## The question

Copper resists being pulled apart as well as being squeezed. The table follows the pressure in a perfect face-centred cubic crystal as the volume per atom grows, calculated with density functional theory. Positive pressure means that the crystal pushes outward. Negative pressure means that it pulls inward and has to be held open, a state of equal tension in all directions.

VASP 6.6.1, plane-wave DFT with the PBE functional and the recommended PAW potentials, for face-centred cubic Cu (one-atom cell) at fixed volumes, without spin polarisation. Plane-wave cutoff 520 eV, 12 × 12 × 12 k mesh, Gaussian smearing of 0.1 eV. Pressure is positive in compression; the shortest distance is that between neighbouring Cu atoms.

| volume (Å³/atom) | shortest distance (Å) | pressure (GPa) |
| --- | --- | --- |
| 10.915 | 2.490 | 16.580 |
| 11.274 | 2.517 | 10.000 |
| 11.634 | 2.543 | 4.520 |
| 11.810 | 2.556 | 2.040 |
| 11.994 | 2.569 | -0.020 |
| 12.354 | 2.595 | -3.820 |
| 12.714 | 2.620 | -6.960 |
| 13.074 | 2.644 | ? |

The largest volume, 13.074 Å³ per atom, has no pressure yet. The task is to predict it from the other seven rows, with an error bar that can be defended.

## Two steps of equal size

Compare the first known step in volume, starting at 10.915 Å³, with the last one, ending at 12.714 Å³. Both add about 0.36 Å³ per atom. In the first the pressure falls by 6.58 GPa, in the last by only 3.14 GPa.

The natural measure of this resistance is the bulk modulus $B=-V\,dP/dV$, where $V$ is the volume per atom and $P$ the pressure. It tells how much pressure a given relative change of volume costs. Across the first step it is about 203 GPa, across the last about 109 GPa. Copper loses nearly half of its stiffness while its volume grows by about an eighth.

A ruler laid through the last two known rows ignores this loss. It would lead to −10.1 GPa at the largest volume.

## Why an expanded metal is softer

At zero temperature the pressure is the slope of the energy curve with its sign reversed, $P=-dE/dV$. Two tendencies shape that curve. The attraction of the surrounding ions lowers the energy of the valence electrons, which draws the crystal together. Against this stands repulsion: squeezing the electrons into less room raises their kinetic energy, all the more because the cores of the ions shut them out of part of the space.

The repulsion has the shorter range. To see what follows, write the pressure as an outward part minus an inward part, $P=P_r-P_a$. Let $P_r$ fall as $V^{-m}$ and $P_a$ as $V^{-n}$, with $m$ larger than $n$. The bulk modulus is then

$$B=mP_r-nP_a .$$

At the equilibrium volume the two parts cancel in the pressure, but not in the stiffness, because the steeper one counts for more. When the crystal expands, the repulsion fades first, and it was the repulsion that supplied the stiffness. The attraction that remains still pulls inward, so tension builds up, but each further step adds less.

The same sketch gives the rate of softening. At zero pressure the change of $B$ with $P$ is $(m^2-n^2)/(m-n)=m+n$. The two steps compared above give about 5 for this rate: every GPa of tension costs roughly 5 GPa of bulk modulus. Free electrons among compact ions would give less: their kinetic pressure falls as $V^{-5/3}$, the part due to the cores as $V^{-2}$ and the electrostatic attraction as $V^{-4/3}$, so $m+n$ stays near 3. The higher rate of copper points to steeper forces. The filled d shell, which holds most of the eleven valence electrons, is the expected source, though these runs do not isolate its share. In a neighbouring metal whose forces change more steeply with distance, the same reasoning would lead to faster softening.

The softening itself is read from the table. Its division into repulsion and attraction is a theoretical argument, since the calculation gives only the total pressure. The orbital energies at 11.274 and 12.714 Å³ fit the picture of weakening contact: at one point of the band structure the splitting of the d levels narrows from 0.88 to 0.73 eV. Only part of these energies is at hand. In that part the levels keep their order between the two volumes, so nothing there speaks against carrying a smooth curve a little further.


## A curve with the softening built in

The Birch-Murnaghan equation turns this into a formula. It measures the deformation by the strain

$$f=\tfrac12\left[(V_0/V)^{2/3}-1\right],$$

where $V_0$ is the volume at zero pressure. The energy is expanded in powers of $f$ and cut after the cubic term. Its derivative with respect to volume gives

$$P=3B_0\,f\,(V_0/V)^{5/3}\left[1+\tfrac32(B_0'-4)f\right].$$

Here $B_0$ is the bulk modulus at zero pressure and $B_0'$ its rate of change with pressure. The three constants were fitted to the pressures of the seven known rows; the printed output below gives the details. The fit yields $V_0=11.99$ Å³, $B_0=138$ GPa and $B_0'=5.3$, close to the rate found directly from the two steps.

## One row that does not quite fit

The row at 11.810 Å³ lies 0.11 GPa below the fitted curve, the largest misfit among the known rows. The total energies of the same runs help to judge it, because their differences give the mean pressure between two volumes independently of the printed stress. They suggest that the printed pressure at 11.810 Å³ is too low by about 0.15 GPa relative to its neighbours. This row comes from a separate series of runs, which used a different algorithm for the electronic states. Whether that causes the deviation is not established.

The energies also imply a pressure about 0.1 GPa above the printed values in the neighbouring interval, where this row plays no part. A finite set of plane waves is a plausible cause, though no run with a larger set is at hand to test it. An offset of that size shifts the volume of zero pressure by about 0.01 Å³.

## The forecast

At 13.074 Å³ the ratio $V_0/V$ is 0.917, which makes the strain $f=-0.0280$. The factor $(V_0/V)^{5/3}$ is 0.866 and the bracket 0.947, so

$$P\approx 3\times138.1\times(-0.0280)\times0.866\times0.947\approx-9.5\ \text{GPa}.$$

An estimate by hand supports this. From 11.634 Å³ onward, in steps of 0.36 Å³, the pressure falls by 4.54, 3.80 and 3.14 GPa. Each fall is smaller than the one before by roughly 0.7 GPa, and this difference is itself shrinking. The next fall should therefore be near 2.5 GPa, which leads to about −9.5 GPa. The fit with unrounded constants gives −9.53 GPa. This is the forecast, with a range of ±0.2 GPa around it. That range is a judgement, not a statistical error: it leaves room for a stress irregularity like the one at 11.810 Å³ and for a small difference between possible curve forms.

Two statements go with the number. The tension deepens again, but by less than in the last known step. The straight line comes out too low, by roughly half a GPa.

The withheld rows as computed:

| volume (Å³/atom) | shortest distance (Å) | pressure (GPa) |
| --- | --- | --- |
| 13.074 | 2.644 | -9.570 |

## What the comparison teaches

The computed pressure is −9.57 GPa. The forecast misses it by 0.04 GPa, on the side of too little tension, and the value lies well inside the range. This row had no part in the fit. The miss is smaller than the irregularity already seen at 11.810 Å³, and that row is its likely source. A point that lies too low near the middle of the data makes the fitted curve bend more, which raises $B_0'$ a little and lifts the curve at its ends, towards too little tension. No physical explanation is called for.

Both accompanying statements hold as well. The last step lowers the pressure by 2.61 GPa, less than the 3.14 GPa of the step before. The straight line is too low by 0.53 GPa, and that is the price of treating the slope of pressure against volume as constant over a single further step.

The Murnaghan equation, which lets the bulk modulus change in proportion to pressure, was fitted to the same seven rows. It gives −9.61 GPa and misses by the same 0.04 GPa on the other side. That symmetry should not be read as a tie. Both fits include the low row at 11.810 Å³, and leaving it out is expected to lower both forecasts, which brings Birch-Murnaghan closer to the computed value and moves Murnaghan further away. What matters here is that both contain the softening.

The success covers one short step beyond the known volumes. It does not locate the tension at which the crystal would give way, at the latest where the bulk modulus falls to zero, because there the curve would have to be trusted far outside the data. The pressures also belong to atoms at rest: thermal and zero-point motion would add an outward push and move the equilibrium to a somewhat larger volume. The PBE functional, for its part, is known to make the copper lattice slightly too large, so the volume of zero pressure found here should not be taken for the measured one.

Output of the analysis:

```
slope of pressure, first known step (GPa per Å³): -18.33
slope of pressure, last known step (GPa per Å³): -8.722
bulk modulus from the first step (GPa): 203.3
bulk modulus from the last known step (GPa): 109.3
pressure derivative of bulk modulus from these two steps: 5.033
pressure change in the last known step (GPa): -3.14
fit of pressure on 7 rows: coefficient of (s/vol)**(7/3) - (s/vol)**(5/3) 207.2 +/- 1, coefficient of ((s/vol)**(7/3) - (s/vol)**(5/3)) * ((s/vol)**(2/3) - 1) 197.3 +/- 19, s 11.99; rms 0.0493, worst 11.81 0.113, leave-one-out rms 0.0754
  rows outside the fit (model, value, miss): 13.074 -9.529, -9.57, 0.0408
Birch-Murnaghan bulk modulus at zero pressure (GPa): 138.1
Birch-Murnaghan pressure derivative of bulk modulus: 5.27
fit less computed pressure at 11.810 Å³ (GPa): 0.1131
fit of pressure on 7 rows: coefficient of (12/vol)**s 26.58 +/- 0.093, constant -26.71 +/- 0.11, s 5.15; rms 0.0521, worst 11.81 0.114, leave-one-out rms 0.1
  rows outside the fit (model, value, miss): 13.074 -9.612, -9.57, -0.0417
energy-derived less printed mean pressure, beside 11.810 Å³ (GPa): 0.1796
the same between 11.994 and 12.354 Å³ (GPa): 0.1033
implied dip of the printed pressure at 11.810 Å³ (GPa): 0.1527
forecast at 13.074 Å³, Birch-Murnaghan (GPa): -9.529
lower end of the forecast range (GPa): -9.729
upper end of the forecast range (GPa): -9.329
straight-line value at 13.074 Å³ (GPa): -10.1
straight line less computed pressure at 13.074 Å³ (GPa): -0.53
computed pressure change in the withheld step (GPa): -2.61
```
